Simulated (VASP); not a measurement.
Here is the system:

```
CELL_PARAMETERS angstrom
      0.00000     2.33020     2.33020
      2.33020     0.00000     2.33020
      2.33020     2.33020     0.00000
ATOMIC_POSITIONS crystal
  B  0.00000 0.00000 0.00000
  P  0.25000 0.25000 0.25000
```

Method: RPBE GGA, VASP's PBE PAW potentials (set 64) (plane waves; VASP). Run with 520 eV cut-off, 10×10×10 Γ-centred mesh, Gaussian smearing of 0.050 eV, potentials B P.

Give the stress tensor in GPa (positive for a compressed cell).

```
-8.10   0.00   0.00
 0.00  -8.10   0.00
 0.00   0.00  -8.10
```
The pressure is its mean diagonal, -8.10 GPa.

The compound is BP in the zinc blende structure. This cell is one point of a volume scan, at 1.06 of the reference volume.
